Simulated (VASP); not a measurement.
All values below come from r2SCAN meta-GGA, VASP's PBE PAW potentials (set 64) (plane waves; VASP 6.6.1).

VASP ran on this input.

**KPOINTS**
```
Automatic mesh
0
Gamma
11 11 11
```

**INCAR**
```
SYSTEM = Mg
PREC = Accurate; ENCUT = 530; LREAL = F
LASPH = T
EDIFF = 1E-7; NELM = 100; ALGO = Normal
LMIXTAU = T
ISMEAR = 1; SIGMA = 0.1
METAGGA = R2SCAN
IBRION = 6; NSW = 1; ISIF = 3
POTIM = 0.015; NFREE = 2
LWAVE = F; LCHARG = F
```

**POSCAR**
```
Mg
1
    2.9870079715     0.0000000000     0.0000000000
    0.0000000000     2.9870079715     0.0000000000
    0.0000000000     0.0000000000     2.9870079715
Mg
1
Direct
  0.0000000000   0.0000000000   0.0000000000
```

POTCAR, in this order: Mg (PBE.64 set). Program: vasp_std.

Output of the run:

**OUTCAR**
```
 ion  position               nearest neighbor table
   1  0.000  0.000  0.000-
  LATTYP: Found a simple cubic cell.
 ALAT       =     2.9870079715
 Subroutine PRICEL returns:
 Original cell was already a primitive cell.
 Subroutine GETGRP returns: Found 48 space group operations
The static configuration has the point symmetry O_h .
The dynamic configuration has the point symmetry O_h .
 Subroutine INISYM returns: Found 48 space group operations
 Subroutine IBZKPT returns following result:
 Found     56 irreducible k-points:

 Following reciprocal coordinates:
            Coordinates               Weight
  0.000000  0.000000  0.000000      1.000000
  0.090909  0.000000  0.000000      6.000000
  0.181818  0.000000  0.000000      6.000000
  0.272727  0.000000  0.000000      6.000000
  0.363636  0.000000  0.000000      6.000000
  0.454545  0.000000  0.000000      6.000000
  0.090909  0.090909  0.000000     12.000000
  0.181818  0.090909  0.000000     24.000000
  0.272727  0.090909  0.000000     24.000000
  0.363636  0.090909  0.000000     24.000000
  0.454545  0.090909  0.000000     24.000000
  0.181818  0.181818  0.000000     12.000000
  0.272727  0.181818  0.000000     24.000000
  0.363636  0.181818  0.000000     24.000000
  0.454545  0.181818  0.000000     24.000000
  0.272727  0.272727  0.000000     12.000000
  0.363636  0.272727  0.000000     24.000000
  0.454545  0.272727  0.000000     24.000000
  0.363636  0.363636  0.000000     12.000000
  0.454545  0.363636  0.000000     24.000000
  0.454545  0.454545  0.000000     12.000000
  0.090909  0.090909  0.090909      8.000000
  0.181818  0.090909  0.090909     24.000000
  0.272727  0.090909  0.090909     24.000000
  0.363636  0.090909  0.090909     24.000000
  0.454545  0.090909  0.090909     24.000000
  0.181818  0.181818  0.090909     24.000000
  0.272727  0.181818  0.090909     48.000000
  0.363636  0.181818  0.090909     48.000000
  0.454545  0.181818  0.090909     48.000000
  0.272727  0.272727  0.090909     24.000000
  0.363636  0.272727  0.090909     48.000000
  0.454545  0.272727  0.090909     48.000000
  0.363636  0.363636  0.090909     24.000000
  0.454545  0.363636  0.090909     48.000000
  0.454545  0.454545  0.090909     24.000000
  0.181818  0.181818  0.181818      8.000000
  0.272727  0.181818  0.181818     24.000000
  0.363636  0.181818  0.181818     24.000000
  0.454545  0.181818  0.181818     24.000000
 Subroutine IBZKPT_HF returns following result:
   k-points           NKPTS =     56   k-points in BZ     NKDIM =     56   number of bands    NBANDS=      5
   number of dos      NEDOS =    301   number of ions     NIONS =      1
   total plane-waves  NPLWV =  13824
   dimension x,y,z NGX =    24 NGY =   24 NGZ =   24
   dimension x,y,z NGXF=    48 NGYF=   48 NGZF=   48
   ions per type =               1
   PREC   = accura    normal or accurate (medium, high low for compatibility)
   ISTART =      0    job   : 0-new  1-cont  2-samecut
   ICHARG =      2    charge: 1-file 2-atom 10-const
   ISPIN  =      1    spin polarized calculation?
   LNONCOLLINEAR =      F non collinear calculations
   LSORBIT =      F    spin-orbit coupling
   INIWAV =      1    electr: 0-lowe 1-rand  2-diag
   ENCUT  =  530.0 eV  38.95 Ry    6.24 a.u.   5.61  5.61  5.61*2*pi/ulx,y,z
   NELM   =    100;   NELMIN=  2; NELMDL= -5     # of ELM steps
   EDIFF  = 0.1E-06   stopping-criterion for ELM
   LREAL  =      F    real-space projection
   NLSPLINE    = F    spline interpolate recip. space projectors
   LMAXMIX     =    2 max onsite mixed and CHGCAR
...
```

**OSZICAR**
```
...
DAV:   9    -0.369317710770E+01   -0.10013E-05   -0.46542E-07  1370   0.766E-03    0.100E-03
DAV:  10    -0.369317652236E+01    0.58535E-06   -0.83371E-09   795   0.911E-04    0.992E-04
DAV:  11    -0.369317648764E+01    0.34721E-07   -0.44576E-09   655   0.493E-04
   6 F= -.36931765E+01 E0= -.36932220E+01  d E =0.136414E-03
       N       E                     dE             d eps       ncg     rms          rms(c)
DAV:   1    -0.369345841411E+01   -0.28189E-03   -0.48142E-02  1660   0.101E+00    0.138E-01
DAV:   2    -0.369336963908E+01    0.88775E-04   -0.85150E-04  1505   0.195E-01    0.897E-02
DAV:   3    -0.369320992639E+01    0.15971E-03   -0.82809E-04  1340   0.142E-01    0.709E-03
DAV:   4    -0.369312284640E+01    0.87080E-04   -0.24188E-04  1370   0.869E-02    0.613E-03
DAV:   5    -0.369309365737E+01    0.29189E-04   -0.53022E-06  1510   0.164E-02    0.435E-03
DAV:   6    -0.369307976993E+01    0.13887E-04   -0.19489E-05  1325   0.267E-02    0.580E-04
DAV:   7    -0.369307995859E+01   -0.18866E-06   -0.13734E-06  1325   0.122E-02    0.400E-04
DAV:   8    -0.369307974672E+01    0.21187E-06   -0.29985E-07  1360   0.601E-03    0.301E-04
DAV:   9    -0.369307986379E+01   -0.11707E-06   -0.10635E-07  1340   0.354E-03    0.902E-05
DAV:  10    -0.369307986053E+01    0.32593E-08   -0.48224E-09   660   0.602E-04
   7 F= -.36930799E+01 E0= -.36930715E+01  d E =-.251773E-04
       N       E                     dE             d eps       ncg     rms          rms(c)
DAV:   1    -0.369461577577E+01   -0.15359E-02   -0.15671E-02  4605   0.655E-01    0.709E-02
DAV:   2    -0.369457327796E+01    0.42498E-04   -0.22604E-04  4415   0.101E-01    0.456E-02
DAV:   3    -0.369450032408E+01    0.72954E-04   -0.22869E-04  4500   0.738E-02    0.308E-03
DAV:   4    -0.369449055503E+01    0.97691E-05   -0.65799E-05  3890   0.477E-02    0.298E-03
DAV:   5    -0.369447759273E+01    0.12962E-04   -0.89748E-06  3895   0.206E-02    0.892E-04
DAV:   6    -0.369447802201E+01   -0.42928E-06   -0.40999E-06  3720   0.159E-02    0.438E-04
DAV:   7    -0.369447810359E+01   -0.81581E-07   -0.31049E-07  3990   0.505E-03
   8 F= -.36944781E+01 E0= -.36943889E+01  d E =-.267512E-03
       N       E                     dE             d eps       ncg     rms          rms(c)
DAV:   1    -0.369443185533E+01    0.46167E-04   -0.33211E-03  4720   0.365E-01    0.190E-02
DAV:   2    -0.369446063954E+01   -0.28784E-04   -0.18933E-05  4400   0.342E-02    0.125E-02
DAV:   3    -0.369447804097E+01   -0.17401E-04   -0.18544E-05  4820   0.384E-02    0.537E-04
DAV:   4    -0.369447800093E+01    0.40041E-07   -0.88397E-07  4645   0.852E-03
   9 F= -.36944780E+01 E0= -.36943888E+01  d E =-.267502E-03
       N       E                     dE             d eps       ncg     rms          rms(c)
DAV:   1    -0.369445183805E+01    0.26203E-04   -0.36710E-03  4800   0.385E-01    0.142E-02
DAV:   2    -0.369446794985E+01   -0.16112E-04   -0.17122E-05  4550   0.316E-02    0.908E-03
DAV:   3    -0.369447784275E+01   -0.98929E-05   -0.91434E-06  4985   0.262E-02    0.492E-04
DAV:   4    -0.369447808239E+01   -0.23964E-06   -0.10930E-06  4285   0.114E-02    0.336E-04
DAV:   5    -0.369447774354E+01    0.33885E-06   -0.82768E-07  3880   0.102E-02    0.996E-05
DAV:   6    -0.369447809786E+01   -0.35432E-06   -0.31440E-07  3775   0.621E-03    0.240E-05
DAV:   7    -0.369447801689E+01    0.80971E-07   -0.35619E-09  2110   0.535E-04
  10 F= -.36944780E+01 E0= -.36943888E+01  d E =-.267516E-03
       N       E                     dE             d eps       ncg     rms          rms(c)
DAV:   1    -0.369443230547E+01    0.45792E-04   -0.31986E-03  4935   0.366E-01    0.189E-02
DAV:   2    -0.369446067364E+01   -0.28368E-04   -0.15291E-05  4525   0.305E-02    0.126E-02
DAV:   3    -0.369447795278E+01   -0.17279E-04   -0.18530E-05  5045   0.381E-02    0.630E-04
DAV:   4    -0.369447800039E+01   -0.47607E-07   -0.71723E-07  4880   0.688E-03
  11 F= -.36944780E+01 E0= -.36943888E+01  d E =-.267513E-03
       N       E                     dE             d eps       ncg     rms          rms(c)
DAV:   1    -0.369440054241E+01    0.77410E-04   -0.32863E-03  4955   0.364E-01    0.141E-02
DAV:   2    -0.369443989567E+01   -0.39353E-04   -0.11451E-05  4440   0.260E-02    0.909E-03
DAV:   3    -0.369447007777E+01   -0.30182E-04   -0.87025E-06  5255   0.254E-02    0.488E-04
DAV:   4    -0.369448959029E+01   -0.19513E-04   -0.10690E-06  4190   0.108E-02    0.285E-04
DAV:   5    -0.369447073931E+01    0.18851E-04   -0.68223E-07  3905   0.910E-03    0.484E-05
DAV:   6    -0.369447998470E+01   -0.92454E-05   -0.10370E-07  3900   0.351E-03    0.173E-05
DAV:   7    -0.369447655152E+01    0.34332E-05   -0.12278E-08  1975   0.114E-03    0.112E-05
DAV:   8    -0.369447779561E+01   -0.12441E-05   -0.14845E-09  1905   0.378E-04    0.340E-06
DAV:   9    -0.369447804252E+01   -0.24691E-06   -0.17929E-10  1890   0.157E-04    0.457E-07
DAV:  10    -0.369447804032E+01    0.22012E-08   -0.31115E-12  1880   0.160E-05
  12 F= -.36944780E+01 E0= -.36943889E+01  d E =-.267517E-03
       N       E                     dE             d eps       ncg     rms          rms(c)
DAV:   1    -0.369443215131E+01    0.45891E-04   -0.33398E-03  4925   0.372E-01    0.190E-02
DAV:   2    -0.369446066259E+01   -0.28511E-04   -0.16397E-05  4430   0.317E-02    0.126E-02
DAV:   3    -0.369447801140E+01   -0.17349E-04   -0.18417E-05  5140   0.380E-02    0.582E-04
DAV:   4    -0.369447794398E+01    0.67421E-07   -0.79190E-07  4810   0.721E-03
  13 F= -.36944779E+01 E0= -.36943888E+01  d E =-.267514E-03
       N       E                     dE             d eps       ncg     rms          rms(c)
DAV:   1    -0.369411791987E+01    0.36009E-03   -0.10074E-02   810   0.704E-01    0.184E-02
DAV:   2    -0.369415509447E+01   -0.37175E-04   -0.37897E-05   705   0.442E-02    0.117E-02
DAV:   3    -0.369417599060E+01   -0.20896E-04   -0.12234E-05   785   0.278E-02    0.897E-04
DAV:   4    -0.369419623383E+01   -0.20243E-04   -0.50380E-06   610   0.210E-02    0.222E-04
DAV:   5    -0.369416853092E+01    0.27703E-04   -0.77946E-06   585   0.259E-02    0.292E-05
DAV:   6    -0.369418382622E+01   -0.15295E-04   -0.14449E-06   595   0.120E-02    0.188E-05
DAV:   7    -0.369418175388E+01    0.20723E-05   -0.58547E-08   450   0.211E-03    0.858E-06
DAV:   8    -0.369418303378E+01   -0.12799E-05   -0.40852E-08   285   0.137E-03    0.227E-06
DAV:   9    -0.369418253359E+01    0.50019E-06   -0.58260E-09   280   0.350E-04    0.144E-06
DAV:  10    -0.369418264865E+01   -0.11506E-06   -0.24610E-10   280   0.728E-05    0.104E-06
DAV:  11    -0.369418250549E+01    0.14316E-06   -0.44661E-10   280   0.839E-05    0.305E-07
DAV:  12    -0.369418255050E+01   -0.45012E-07   -0.34889E-11   280   0.290E-05
  14 F= -.36941826E+01 E0= -.36940821E+01  d E =-.301361E-03
       N       E                     dE             d eps       ncg     rms          rms(c)
DAV:   1    -0.369410656368E+01    0.75942E-04   -0.33165E-02   565   0.128E+00    0.302E-02
DAV:   2    -0.369416435510E+01   -0.57791E-04   -0.19589E-04   745   0.105E-01    0.194E-02
DAV:   3    -0.369417775803E+01   -0.13403E-04   -0.32864E-05   680   0.437E-02    0.173E-03
DAV:   4    -0.369418236041E+01   -0.46024E-05   -0.11738E-05   645   0.273E-02    0.545E-04
DAV:   5    -0.369417766611E+01    0.46943E-05   -0.16587E-05   620   0.328E-02    0.339E-05
DAV:   6    -0.369418281734E+01   -0.51512E-05   -0.31378E-06   620   0.170E-02    0.222E-05
DAV:   7    -0.369418231301E+01    0.50433E-06   -0.12768E-07   655   0.355E-03    0.119E-05
DAV:   8    -0.369418265526E+01   -0.34225E-06   -0.93110E-08   315   0.239E-03    0.116E-06
DAV:   9    -0.369418251938E+01    0.13588E-06   -0.38835E-08   285   0.870E-04    0.562E-07
DAV:  10    -0.369418254525E+01   -0.25871E-07   -0.20474E-09   280   0.194E-04
  15 F= -.36941825E+01 E0= -.36940821E+01  d E =-.301361E-03
```

File OUTCAR:
```
------------------------ aborting loop because EDIFF is reached ----------------------------------------
  FORCE on cell =-STRESS in cart. coord.  units (eV):
  Direction    XX          YY          ZZ          XY          YZ          ZX
  --------------------------------------------------------------------------------------
  Total        0.0008164      0.0008164      0.0008164     -0.0000000     -0.0000000      0.0000000
  in kB        0.0490804      0.0490804      0.0490804     -0.0000000     -0.0000000      0.0000000
  external PRESSURE =       0.0490804 kB  Pullay stress =       0.0000000 kB
  volume of cell :       26.65
      direct lattice vectors                 reciprocal lattice vectors
     2.987007972  0.000000000  0.000000000     0.334783171  0.000000000  0.000000000
     0.000000000  2.987007972  0.000000000     0.000000000  0.334783171  0.000000000
     0.000000000  0.000000000  2.987007972     0.000000000  0.000000000  0.334783171
 POSITION                                       TOTAL-FORCE (eV/Angst)
 -----------------------------------------------------------------------------------
     -0.01500      0.00000      0.00000        -0.000000      0.000000      0.000000
 -----------------------------------------------------------------------------------
    total drift:                               -0.000271     -0.000000     -0.000000
  FREE ENERGIE OF THE ION-ELECTRON SYSTEM (eV)
  ---------------------------------------------------
  free  energy   TOTEN  =        -3.6941825453 eV

  energy  without entropy=       -3.6938811844  energy(sigma->0) =       -3.69408209

   1 f  =    0.000000 THz     0.000000 2PiTHz    0.000000 cm-1     0.000000 meV
             X         Y         Z           dx          dy          dz
      0.000000  0.000000  0.000000     1.000000    0.000000    0.000000

   2 f  =    0.000000 THz     0.000000 2PiTHz    0.000000 cm-1     0.000000 meV
             X         Y         Z           dx          dy          dz
      0.000000  0.000000  0.000000     0.000000    1.000000    0.000000

   3 f  =    0.000000 THz     0.000000 2PiTHz    0.000000 cm-1     0.000000 meV
             X         Y         Z           dx          dy          dz
      0.000000  0.000000  0.000000     0.000000    0.000000    1.000000

 ELASTIC MODULI CONTR FROM IONIC RELAXATION (kBar)
 Direction    XX          YY          ZZ          XY          YZ          ZX
 --------------------------------------------------------------------------------
 XX           0.0000      0.0000      0.0000      0.0000      0.0000      0.0000
 YY           0.0000      0.0000      0.0000      0.0000      0.0000      0.0000
 ZZ           0.0000      0.0000      0.0000      0.0000      0.0000      0.0000
 XY           0.0000      0.0000      0.0000      0.0000      0.0000      0.0000
 YZ           0.0000      0.0000      0.0000      0.0000      0.0000      0.0000
 ZX           0.0000      0.0000      0.0000      0.0000      0.0000      0.0000
 --------------------------------------------------------------------------------

 TOTAL ELASTIC MODULI (kBar)
 Direction    XX          YY          ZZ          XY          YZ          ZX
 --------------------------------------------------------------------------------
 XX         613.4601     65.0440     65.0440     -0.0000     -0.0000      0.0000
 YY          65.0440    613.4601     65.0440      0.0000     -0.0000      0.0000
 ZZ          65.0440     65.0440    613.4601     -0.0000     -0.0000      0.0000
 XY          -0.0000      0.0000     -0.0000   -151.3084      0.0000      0.0000
 YZ          -0.0000     -0.0000     -0.0000      0.0000   -151.3084      0.0000
 ZX           0.0000      0.0000      0.0000      0.0000      0.0000   -151.3084
 --------------------------------------------------------------------------------
```
(Selected blocks of OUTCAR.)

Finite-difference elastic constants of metals are sensitive to mesh and smearing; shear constants can be off by tens of GPa.

The structure was generated: Mg was put into the simple-cubic type (Pm-3m), which need not be its known phase. It was relaxed first.
